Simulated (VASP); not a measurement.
Data:

```xyz
4
Lattice="1.6421 -2.8441 0.0000 1.6421 2.8441 0.0000 0.0000 0.0000 5.3629" Properties=species:S:1:pos:R:3 pbc="T T T"
Ga     1.6421    -0.9480     2.6833
Ga     1.6421     0.9480     0.0018
N      1.6421    -0.9480     4.7014
N      1.6421     0.9480     2.0200
```

These are vdW-DF2, VASP's PBE PAW potentials (set 64) (plane waves; VASP) values and carry that method's errors. Settings: 520 eV cut-off, 9×9×5 Γ-centred mesh, tetrahedra with Blöchl corrections, potentials Ga_d N.

The cores are frozen, which limits the accuracy of field gradients.

**Question.** Give the principal components of the electric field gradient (V/Å²) and the asymmetry η at each nucleus.

**Answer.** 
```csv
atom,Vxx,Vyy,Vzz,η
Ga1,-2.3,-2.3,4.6,0.00
Ga2,-2.3,-2.3,4.6,0.00
N3,-0.4,-0.4,0.9,0.00
N4,-0.4,-0.4,0.9,0.00
```

The compound is GaN in the wurtzite structure. It was relaxed first, which changed the volume by +10 %.
